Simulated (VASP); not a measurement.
Input for VASP

### POSCAR
```
Cr
1
    2.8800000000     0.0000000000     0.0000000000
    0.0000000000     2.8800000000     0.0000000000
    0.0000000000     0.0000000000     2.8800000000
Cr
2
Direct
  0.0000000000   0.0000000000   0.0000000000
  0.5000000000   0.5000000000   0.5000000000
```

### INCAR
```
ALGO=Normal
EDIFF=1E-6
EDIFFG=-0.01
ENCUT=520
GGA=RE
IBRION=2
ISIF=3
ISMEAR=1
ISPIN=2
LASPH=.TRUE.
LCHARG=.FALSE.
LMAXMIX=4
LORBIT=10
LREAL=.FALSE.
LWAVE=.FALSE.
MAGMOM=1.5 -1.5
NELM=100
NSW=60
PREC=Accurate
SIGMA=0.1
SYSTEM=Cr
```

File KPOINTS:
```
Automatic mesh
0
Gamma
11 11 11
0 0 0
```

POTCAR, in this order: Cr_pv (PBE.64 set). Program: vasp_std.

Translate this revPBE calculation to Ansatz.

One equivalent input (not run):
Ansatz 0.2 input:
```yaml
crystal:
  lattice:
    - [2.8800000, 0.0000000, 0.0000000]
    - [0.0000000, 2.8800000, 0.0000000]
    - [0.0000000, 0.0000000, 2.8800000]
  atoms:
    - { symbol: Cr, position: [0.0000000, 0.0000000, 0.0000000], spin: 1.5 }
    - { symbol: Cr, position: [0.5000000, 0.5000000, 0.5000000], spin: -1.5 }
kpoints:
  mp_grid: { grid: [11, 11, 11] }
hamiltonian:
  xc: revpbe
  pseudopotentials: { kind: paw }
magnetization: { spin_polarized: true }
scf:
  occupations: { method: methfessel_paxton, width: 0.1 }
  max_iter: 100
relax:
  max_steps: 60
  f_tol: 0.01
  cell: {}
output: { forces: true, stress: true, eigenvalues: true }
```
Limits of the translation: each code has its own PAW files, so the cut-off isn't converted (ENCUT is set for VASP's; basis.ecutwfc is left out, and Ansatz then takes the one that its files recommend); Ansatz stops its SCF on the density residual and VASP on the energy change (EDIFF).

The compound is Cr in the bcc, AFM order structure. This run relaxes it. Symmetry was kept, so distortions that lower it aren't found.
